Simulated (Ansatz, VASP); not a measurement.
# Cross-check of PtC between VASP and Ansatz, part 2 of 2

Aim: how closely do two programs agree when they are given the same cell, functional and k mesh? The cell is generated by rule, not measured, and may not be a known phase. The cell is taken from a series of runs on this material, whose earlier steps may have relaxed, scaled, displaced or heated it; both programs get it as it stands.

VASP 6.6.1 and Ansatz 0.2.0.

So far. Step 5 (VASP: single point, PBEsol, pair 2): The run ends at a pressure of 0.69 GPa, with forces up to 0.87 eV/Å. Step 6 (Ansatz: single point, PBEsol, pair 2): The run ends at a pressure of 0.56 GPa, with forces up to 0.89 eV/Å.

The structure was built from a prototype and need not be the compound's stable phase.

### Step 8. Ansatz: single point, PBEsol, pair 3

Level of this step: Ansatz beside VASP: Kohn-Sham DFT, plane waves, PBEsol (Ansatz).

A single point gives forces, pressure and levels at one fixed geometry, so differences don't come from the geometry; what else differs is listed under the comparison.

The cell is taken from a series of runs on this material, whose earlier steps may have relaxed, scaled, displaced or heated it; both programs get it as it stands.

Input file input.yaml:

```yaml
crystal:
  lattice:
    - [0.0, 2.2083183167, 2.2083183167]
    - [2.2083183167, 0.0, 2.2083183167]
    - [2.2083183167, 2.2083183167, 0.0]
  atoms:
    - { symbol: Pt, position: [-0.0019516138, 0.0019516138, -0.0019516138] }
    - { symbol: C, position: [0.5316983288, 0.4683016712, 0.5316983288] }
kpoints:
  mp_grid: { grid: [16, 16, 16] }
hamiltonian:
  xc: pbesol
scf:
  occupations: { method: methfessel_paxton, width: 0.2 }
output:
  forces: true
  stress: true
  eigenvalues: true
```

The run is started by

```sh
ansatz run input.yaml --threads 4 --pin off --max-ram 7168MiB --backend cpu --events-out ev --progress --plain --runs-dir out
```

Numbers of over 12 decimals in the logs are rounded to 6 here.

Output:

```text
[...]
Crystal: 2 atoms, lattice volume = 21.538 Å³
Basis set: ecut = 420 eV, 411 PW (Γ), exchange–correlation on 48×48×48 points (8 copies of the dense FFT grid, shifted against one another)
Bands: 15, of which v1, the nominal top of the filled ones, is band 11 counted from 1 (10 counted from 0)
Symmetry: 8 space group operations
[...]
k-points: 349 of 4096 (time reversal used)
[...]
--- Band table (eV; the first three rows and the last of 349) ---
  k-point 0: bands = [... 7 lower, 15.8047, 16.0084, 16.5200, 20.2442, 20.2442, 20.5601, 26.4709, 32.1440]
  k-point 1: bands = [... 7 lower, 15.7997, 15.9666, 16.3706, 20.0349, 20.5438, 20.8860, 26.6977, 32.2553]
  k-point 2: bands = [... 7 lower, 15.5653, 16.0841, 16.2352, 19.6951, 21.2820, 21.5736, 27.2696, 32.4665]
  k-point 348: bands = [... 7 lower, 17.5247, 18.1206, 18.1206, 18.4776, 18.4776, 21.1897, 25.0707, 33.1039]
[key lines of the parts left out:]
SCF converged after 5 iterations
Free energy (F): -12627.798481 eV
Fermi energy:    20.296932 eV
P = ⅓ Tr σ = 1.7661 GPa (17.661 kbar)
```

The run ends at a pressure of 1.77 GPa, with forces up to 0.76 eV/Å.

### Step 9. VASP: single point, PBEsol, pair 3

The same cell, functional, mesh and smearing now go to VASP, with its own data sets.

Input file INCAR:

```
SYSTEM = PtC
PREC = Accurate
ENCUT = 600
EDIFF = 1E-06
NELM = 120
ISMEAR = 1
SIGMA = 0.2
LREAL = .FALSE.
ALGO = Normal
GGA = PS
NBANDS = 13
LASPH = .TRUE.
LORBIT = 11
LWAVE = .FALSE.
LCHARG = .FALSE.
ISIF = 2
GGA_COMPAT = .FALSE.
```

Input file POSCAR:

```
PtC
1.0
    0.0000000000      2.2083183167      2.2083183167
    2.2083183167      0.0000000000      2.2083183167
    2.2083183167      2.2083183167      0.0000000000
Pt C
1 1
Direct
    0.9980483862      0.0019516138      0.9980483862
    0.5316983288      0.4683016712      0.5316983288
```

Input file KPOINTS:

```
Automatic mesh
0
Gamma
16 16 16
0 0 0
```

The projector-augmented-wave data sets are Pt and C (PBE family, release 64).

The run is started by

```sh
mpirun -np 1 vasp_std
```

Output:

```text
[... set-up lines as in an earlier step ...]
 entering main loop
       N       E                     dE             d eps       ncg     rms          rms(c)
DAV:   1     0.610981736033E+02    0.61098E+02   -0.78102E+03  9138   0.114E+03
DAV:   2    -0.137678783795E+02   -0.74866E+02   -0.69352E+02 11132   0.223E+02
DAV:   3    -0.156818985625E+02   -0.19140E+01   -0.18993E+01 10299   0.352E+01
DAV:   4    -0.156903533720E+02   -0.84548E-02   -0.84541E-02 10104   0.274E+00
[...]
DAV:  10    -0.139020220769E+02    0.17462E-03   -0.12335E-03  9679   0.267E-01    0.333E-02
DAV:  11    -0.139020207417E+02    0.13351E-05   -0.27846E-05  9899   0.446E-02    0.145E-02
DAV:  12    -0.139020210445E+02   -0.30275E-06   -0.66857E-07  6367   0.742E-03
   1 F= -.13902021E+02 E0= -.13902589E+02  d E =0.170332E-02
```

From OUTCAR (step 9):

```text
  Total       -0.1383238      1.0600823     -0.1383238      0.0000000      0.0000000      0.0000000
  in kB      -10.2894566     78.8560767    -10.2894566      0.0000000      0.0000000      0.0000000
  external PRESSURE =      19.4257212 kB  Pullay stress =       0.0000000 kB

 POSITION                                       TOTAL-FORCE (eV/Angst)
 -----------------------------------------------------------------------------------
      2.20832      4.40802      2.20832         0.000000     -0.733145      0.000000
      2.20832      2.34832      2.20832         0.000000      0.733145      0.000000
 -----------------------------------------------------------------------------------
    total drift:                                0.000000      0.000294      0.000000

  FREE ENERGIE OF THE ION-ELECTRON SYSTEM (eV)
  ---------------------------------------------------
  free  energy   TOTEN  =       -13.9020210445 eV

  energy  without entropy=      -13.9037243687  energy(sigma->0) =      -13.90258882

[... 2 parts as in an earlier step ...]

[... 1 further part left out ...]
[key lines of the parts left out:]
E-fermi :  10.8737
```

The run ends at a pressure of 1.94 GPa, with forces up to 0.73 eV/Å.

### Step 10. Side by side

What differs besides the data sets and the points named for the pairs above, as far as they apply: the data sets hold 22 valence electrons in Ansatz (on its default PAW (the set named soft_2) files) and 14 in VASP. Total energies have different zeros and are not compared.

The two programs side by side:

| quantity | Ansatz | VASP | difference |
| --- | --- | --- | --- |
| pressure (GPa) | 1.77 | 1.94 | -0.18 |

Forces (eV/Å; atoms numbered as in POSCAR):

| atom | Ansatz x, y, z | VASP x, y, z |
| --- | --- | --- |
| Pt1 | 0.000, -0.763, 0.000 | 0.000, -0.733, 0.000 |
| C2 | 0.000, 0.763, 0.000 | 0.000, 0.733, 0.000 |

The forces differ by 17 meV/Å r.m.s., which is 4.1 % of the r.m.s. force of 0.423 eV/Å (both taken over all components).

### Step 11. Further runs

Further runs change the set-up of one program: Ansatz's method, potentials or start, or VASP's data sets, cutoff or form of LDA. The table gives Ansatz less VASP for each quantity, since a change that brings one quantity closer may part another.

| run | r.m.s. force difference (meV/Å) | pressure (GPa) |
| --- | --- | --- |
| as above | 17 | -0.18 |
| VASP with the data sets Pt_sv_GW and C | 0.7 | 0.66 |

### Step 12. Outcome

| Property | Result |
| --- | --- |
| r.m.s. force difference (single point, PBEsol, pair 1) | 1.0 % of the r.m.s. force |
| r.m.s. force difference (single point, PBEsol, pair 2) | 1.5 % of the r.m.s. force |
| r.m.s. force difference (single point, PBEsol, pair 3) | 4.1 % of the r.m.s. force |

The r.m.s. force difference is 4.1 % of the r.m.s. force (single point, PBEsol, pair 3), beyond the 3 % picked in this series as the mark of a large difference. The data sets hold unlike numbers of valence electrons (22 in Ansatz and 14 in VASP), so part of the differences comes from the potentials. Single point, PBEsol, pair 3, VASP with the data sets Pt_sv_GW and C: r.m.s. force difference goes from 17 to 0.7 meV/Å; the difference in pressure goes from -0.18 to 0.66 GPa. 5 further runs of this series are not shown here. Such differences can come from data sets, numerical settings and the points named under the comparisons, not from the functional's error against experiment.

[Lines on the potential files, build, host, timing and source positions are cut from VASP's logs without a mark.]

[Logs are printed without paths, hosts, clocks, repeated set-up lines and the standing remarks that a program may print on its own settings, such as how far it seeks lower states.]

[Hosts, paths, dates, database ids (printed as entryN), source tags and the programs' standing remarks are cut or masked in the printed files.]
